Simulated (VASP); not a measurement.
Given:

```yaml
crystal:
  lattice:
    - [0.00000, 2.26770, 2.26770]
    - [2.26770, 0.00000, 2.26770]
    - [2.26770, 2.26770, 0.00000]
  atoms:
    - { symbol: Nb, position: [0.00000, 0.00000, 0.00000] }
    - { symbol: C, position: [0.50000, 0.50000, 0.50000] }
```

Method: PBEsol GGA, VASP's PBE PAW potentials (set 64) (plane waves; VASP 6.6.1). Run with 520 eV cut-off, 14×14×14 Γ-centred mesh, first-order Methfessel-Paxton smearing of 0.10 eV, potentials Nb_sv C.

Problem. Estimate the energy per atom (σ→0), pressure, band gap (on the k-mesh) with the smallest direct gap where there is one.

Solution. 
The band gap (on the k-mesh) is none (metal, semimetal or under 0.01 eV), the energy per atom (σ→0) comes out as -10.894 eV/atom and the pressure is -16.52 GPa.

The compound is NbC in the rock salt structure. This cell is one point of a volume scan, at 1.06 of the reference volume. The electron count is odd and the run is not spin-polarised, which forces a metal.
